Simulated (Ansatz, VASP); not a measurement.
# SiO2 in two plane-wave programs, part 2 of 2

One calculation is typed for both programs; each brings its own data sets. How far apart do they land? The cell is taken from a series of runs on this material, whose earlier steps may have relaxed, scaled, displaced or heated it; both programs get it as it stands.

VASP 6.6.1 and Ansatz 0.2.0.

So far: Starting point; VASP: G0W0 gap, LDA.

### Step 3. Ansatz: G0W0 gap, LDA

Level of this step: Ansatz beside VASP: G0W0 on Kohn-Sham DFT, plane waves, LDA (Ansatz).

Ansatz runs on its PAW soft_1 files.

The same cell, functional (in two slightly different forms) and mesh now go to Ansatz, which takes its cutoff from its data sets.

input.yaml

```yaml
crystal:
  lattice:
    - [-2.6626865069, 4.776753505, 4.441674725]
    - [2.6626865069, -4.776753505, 4.441674725]
    - [2.6626865069, 4.776753505, -4.441674725]
  atoms:
    - { symbol: Si, position: [0.9284590082, 0.8438937192, 0.084565289] }
    - { symbol: Si, position: [0.7406715698, 0.1561062808, 0.584565289] }
    - { symbol: Si, position: [0.0715409918, 0.1561062808, 0.915434711] }
    - { symbol: Si, position: [0.2593284302, 0.8438937192, 0.415434711] }
    - { symbol: O, position: [0.129277665, 0.879277665, 0.25] }
    - { symbol: O, position: [0.870722335, 0.120722335, 0.75] }
    - { symbol: O, position: [0.7945132619, 0.5, 0.7945132619] }
    - { symbol: O, position: [0.2054867381, 0.0, 0.7054867381] }
    - { symbol: O, position: [0.2054867381, 0.5, 0.2054867381] }
    - { symbol: O, position: [0.7945132619, 0.0, 0.2945132619] }
    - { symbol: O, position: [0.0, 0.0, 0.0] }
    - { symbol: O, position: [0.5, 0.0, 0.5] }
kpoints:
  mp_grid: { grid: [4, 4, 4] }
hamiltonian:
  xc: lda
  pseudopotentials: { kind: paw, azcp: { folder: soft_1 }, xc_functional: pbe }
scf:
  occupations: { method: fixed }
gw:
  n_empty_bands: 837
  ecut_chi: 140
  qp_bands: [v4, c4]
  qp_kpoints: band_edges
  screening: { model: contour_deformation }
```

Launch:

```console
ansatz run input.yaml --threads 2 --pin off --max-ram 92160MiB --backend cuda --events-out ev --progress --plain --runs-dir out --devices 1 --max-vram 13GiB
```

Numbers of over 12 decimals in the logs are rounded to 6 here.

Output:

```text
GPUs: using 1 of 1 available (devices: 1).
Engine: ansatz 0.2.0, x86_64-unknown-linux-gnu
Pseudopotentials: kind: paw
Pseudopotential: Si, paw, valence charge 4, recommended cutoff 420 eV (normal), soft_1/Si.paw.azcp
Pseudopotential: O, paw, valence charge 6, recommended cutoff 420 eV (normal), soft_1/O.paw.azcp
Functional definition: SPW92
  exchange = slater_x
  correlation = pw_c
device memory: the entry about to start is reckoned to put 2.7 GiB on a device that reports 49.2 GiB free (of which the cap on the GPU budget leaves the run 13.0 GiB)
GPU FFT provider: cuFFT
GPU libraries: cuBLAS 13.8.2, cuFFT 12.4.0, cuSOLVER 12.3.4
Crystal: 12 atoms, lattice volume = 225.975 Å³
Basis set: ecut = 420 eV, 4389 PW (Γ)
Bands: 44, of which v1, the nominal top of the filled ones, is band 32 counted from 1 (31 counted from 0)
Symmetry: 8 space group operations
Space group: Imma (ITA 74), of the structure as read, at distance tolerance 6.1e-5 Å
k-points: 18 of 64
Non-local potential: Si, projectors of the file, l = 0: 2, l = 1: 2, l = 2: 1
Non-local potential: O, projectors of the file, l = 0: 2, l = 1: 2, l = 2: 1
PAW form: soft (Blöchl's): semilocal exchange-correlation on the pseudo side does not see the compensation charge
PAW frozen core: Si, regenerated for the run's functional, and the local potential with it (the file was generated under x = pbe(κ = 0.804, μ = 0.219515), c = pbe(β = 0.066725))
PAW frozen core: O, regenerated for the run's functional, and the local potential with it (the file was generated under x = pbe(κ = 0.804, μ = 0.219515), c = pbe(β = 0.066725))
PAW one-centre angular grid: Si, 110 points (default); XC on 64 Gauss nodes
PAW one-centre angular grid: O, 110 points (default); XC on 64 Gauss nodes
Initial density: superposition of atomic densities (chi_scale 0.1, normalization cell, long waves kept (reshape's long-wave potential 0.03 eV rms))
Initial wavefunctions: pseudopotential atomic-orbital guess
GPU buffer pool allocated for 110592 grid points (all kernels)
GPU transforms: local potential and band sums: pruned to the plane-wave sphere, on 48×48×48
Functional: x = slater, c = lda
SCF iter   1: F=—  HF=-6897.410009 eV  |F-HF|=—  |Δ(HF+E_count)|=         —  Δρ=1.05e-1  dr2=2.27e1  ethr=3.10e-3  ⟨swp⟩=5.1  Hψ=3194  notcnv=0  defer=156
preconditioner: auto → Resta (q_TF=auto, 2.211 Å⁻¹)  ε∞=2.2  [insulator: Δε(μ)=7.290 eV  Ē_g=17.733 eV  n_scr=40 (ndim 8)  ℏωp=19.8 eV  f_vac=0.299  ε∞_Penn≈2.2]
SCF iter   2: F=—  HF=-6890.948930 eV  |F-HF|=—  |Δ(HF+E_count)|=    6.46e0  Δρ=3.81e-2  dr2=1.29e0  ethr=3.10e-3  ⟨swp⟩=3.6  Hψ=2167  notcnv=0  defer=164
SCF iter   3: F=—  HF=-6890.645109 eV  |F-HF|=—  |Δ(HF+E_count)|=   3.04e-1  Δρ=1.63e-2  dr2=3.80e-1  ethr=2.01e-3  ⟨swp⟩=3.0  Hψ=1232  notcnv=0  defer=172
SCF iter   4: F=—  HF=-6890.573825 eV  |F-HF|=—  |Δ(HF+E_count)|=   7.13e-2  Δρ=7.19e-3  dr2=7.24e-2  ethr=5.93e-4  ⟨swp⟩=1.3  Hψ=766  notcnv=0  defer=176
SCF iter   5: F=—  HF=-6890.561693 eV  |F-HF|=—  |Δ(HF+E_count)|=   1.21e-2  Δρ=2.04e-3  dr2=7.03e-3  ethr=1.13e-4  ⟨swp⟩=2.9  Hψ=1320  notcnv=0  defer=180
SCF iter   6: F=—  HF=-6890.560955 eV  |F-HF|=—  |Δ(HF+E_count)|=   7.38e-4  Δρ=1.90e-4  dr2=1.88e-4  ethr=1.10e-5  ⟨swp⟩=2.3  Hψ=1188  notcnv=0  defer=179
SCF iter   7: F=—  HF=-6890.561359 eV  |F-HF|=—  |Δ(HF+E_count)|=   4.04e-4  Δρ=5.26e-5  dr2=5.69e-6  ethr=2.94e-7  ⟨swp⟩=2.7  Hψ=1167  notcnv=0  defer=180
SCF iter   8: F=—  HF=-6890.561385 eV  |F-HF|=—  |Δ(HF+E_count)|=   2.59e-5  Δρ=2.68e-5  dr2=1.33e-6  ethr=8.89e-9  ⟨swp⟩=2.0  Hψ=1344  notcnv=0  defer=169
SCF iter   9: F=—  HF=-6890.561387 eV  |F-HF|=—  |Δ(HF+E_count)|=   1.88e-6  Δρ=1.73e-5  dr2=5.10e-7  ethr=2.08e-9  ⟨swp⟩=2.1  Hψ=1283  notcnv=0  defer=169
SCF iter  10: F=-6890.561387 eV  HF=-6890.561387 eV  |F-HF|=5.10e-8  |Δ(HF+E_count)|=   2.90e-7  Δρ=5.34e-6  dr2=5.42e-8  ethr=1.56e-10  ⟨swp⟩=14.3  Hψ=4635  notcnv=0
SCF 1 converged in 10 iterations: F = -6890.561387 eV  dr2 = 5.42e-8
  greatest PAW one-centre occupation: 0.854 electrons in one spin orbital (limit 2), on the O atom at site 5 (counted from 0), in its partial waves of l = 0
device memory: the entry about to start is reckoned to put 3.2 GiB (of the 3.3 GiB reckoned in all, the device holds 0.1 GiB already) on a device that reports 50.1 GiB free (of which the cap on the GPU budget leaves the run 12.9 GiB)
NSCF: frozen V_eff on 18 k-points
the band table was solved once the SCF had ended and its energy, with any forces and stress, was formed, with the checks that follow a solve (3784 applications of the Hamiltonian). They found nothing against the state; the energy, forces and stress were not computed again (output.eigenvalues in the input reference)
device memory: the entry about to start is reckoned to put 5.7 GiB on a device that reports 55.9 GiB free (of which the cap on the GPU budget leaves the run 13.0 GiB)
NSCF: frozen V_eff on 18 k-points
G₀W₀ screening: q 1/18
[... further progress lines ...]
[...]
4    35      7.2644    -5.7730    -2.9076   -10.2991  0.8757     8.8989     8.8829  root
     4    36      7.5400    -6.1267    -3.2850   -11.2318  0.8698     9.3813     9.3600  root
     5    29     -1.9108   -25.9244     3.9451   -20.0353  0.8043    -3.8906    -3.8549  root
     5    30     -1.4895   -26.2812     3.8951   -20.4962  0.8063    -3.4112    -3.3793  root
     5    31     -1.3041   -26.5684     3.9155   -20.7878  0.8061    -3.1998    -3.1691  root
     5    32     -1.2113   -26.6506     3.9238   -20.8706  0.8062    -3.0976    -3.0675  root
     5    33      5.6312    -5.6821    -2.7634    -9.9420  0.8807     7.1398     7.1277  root
     5    34      6.6861    -5.1648    -2.6728    -9.2995  0.8818     8.1603     8.1481  root
     5    35      7.6961    -5.3096    -3.0125    -9.9762  0.8755     9.3673     9.3501  root
     5    36      7.7462    -7.2308    -3.5619   -12.8189  0.8624     9.8003     9.7724  root
     6    29     -1.6635   -26.1180     3.8956   -20.3162  0.8061    -3.6026    -3.5697  root
     6    30     -1.6288   -26.1988     3.9012   -20.4035  0.8053    -3.5554    -3.5227  root
     6    31     -1.3248   -26.4673     3.9152   -20.6844  0.8060    -3.2234    -3.1925  root
     6    32     -1.0145   -26.8704     3.9095   -21.1320  0.8063    -2.8719    -2.8433  root
     6    33      4.7642    -5.3787    -2.7234    -9.5196  0.8850     6.1921     6.1818  root
     6    34      6.7670    -5.7074    -2.8505   -10.1366  0.8775     8.3604     8.3457  root
     6    35      7.4783    -6.8959    -3.4730   -12.3215  0.8653     9.4559     9.4309  root
     6    36      7.6246    -7.1406    -3.5058   -12.6371  0.8677     9.6409     9.6152  root
     7    29     -1.8089   -26.1005     3.9400   -20.2249  0.8054    -3.7791    -3.7444  root
     7    30     -1.7676   -26.1842     3.9181   -20.3460  0.8060    -3.7213    -3.6876  root
     7    31     -1.6346   -26.0747     3.9182   -20.2499  0.8055    -3.5745    -3.5411  root
     7    32     -1.1116   -26.7849     3.9187   -21.0229  0.8065    -2.9843    -2.9550  root
     7    33      6.5720    -7.3294    -3.2335   -12.3799  0.8682     8.4093     8.3890  root
     7    34      6.7573    -4.2492    -2.4441    -8.0052  0.8869     8.0788     8.0692  root
[...]
17    29     -1.5648   -26.3485     3.9467   -20.5079  0.8045    -3.4915    -3.4587  root
    17    30     -1.1511   -26.7347     3.9066   -20.9841  0.8068    -3.0243    -2.9951  root
    17    31     -1.1109   -26.7753     3.9289   -21.0021  0.8064    -2.9847    -2.9552  root
    17    32     -0.9998   -26.8692     3.8995   -21.1443  0.8065    -2.8536    -2.8251  root
    17    33      6.2747    -7.8998    -3.3400   -13.1402  0.8650     8.1972     8.1750  root
    17    34      6.3554    -6.7607    -3.1633   -11.6907  0.8682     8.1411     8.1222  root
    17    35      6.7853    -5.2438    -2.6838    -9.4234  0.8799     8.2940     8.2811  root
    17    36      6.8134    -3.5359    -2.2172    -6.8776  0.8968     7.9444     7.9379  root
```

### Step 4. Comparison

Known differences besides the potentials themselves: the two LDA forms differ slightly; fixed occupations in Ansatz, narrow Gaussian smearing in VASP; the cutoff is 420 eV in Ansatz and 440 eV in VASP; VASP's log shows a relativistic correction to its local exchange, Ansatz's none; Ansatz integrates over frequency by contour deformation, VASP on a grid of NOMEGA points. Total energies have different zeros and are not compared.

Compared:

| quantity | Ansatz | VASP | difference |
| --- | --- | --- | --- |
| G0W0 gap on the mesh (eV) | 8.62 | 8.61 | +0.02 |
| Kohn-Sham gap under it (eV) | 5.41 | 5.41 | 0.00 |

### Step 5. Outcome

```
difference in G0W0 gap on the mesh (G0W0 gap, LDA) : 0.017 eV
```

In words: The difference in G0W0 gap on the mesh is 0.017 eV (G0W0 gap, LDA). How closely two codes agree says nothing of how well the functional describes the real material.

[Lines on the potential files, build, host, timing and source positions are cut from VASP's logs without a mark.]

[Logs are printed without paths, hosts, clocks, repeated set-up lines and the standing remarks that a program may print on its own settings, such as how far it seeks lower states.]

[Hosts, paths, dates, database ids (printed as entryN), source tags and the programs' standing remarks are cut or masked in the printed files.]
